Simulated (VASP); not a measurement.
Data:

```
CoTi
1.0
    2.97501     0.00000     0.00000
    0.00000     2.97501     0.00000
    0.00000     0.00000     2.97501
Ti Co
1 1
Direct
  0.00000   0.00000   0.00000
  0.50000   0.50000   0.50000
```

Method: r2SCAN+rVV10, VASP's PBE PAW potentials (set 64) (plane waves; VASP). Numerical set-up: 520 eV cut-off, 12×12×12 Γ-centred mesh, first-order Methfessel-Paxton smearing of 0.10 eV, potentials Ti_sv Co.

Question: Give the stress tensor in GPa (positive for a compressed cell).

Answer: 
```
-5.56   0.00   0.00
 0.00  -5.56   0.00
 0.00   0.00  -5.56
```
The pressure is its mean diagonal, -5.56 GPa.

The compound is TiCo in the CsCl type structure. This cell is one point of a volume scan, at 1.03 of the reference volume. The run is not spin-polarised, so no magnetic state was tried. The electron count is odd and the run is not spin-polarised, which forces a metal.
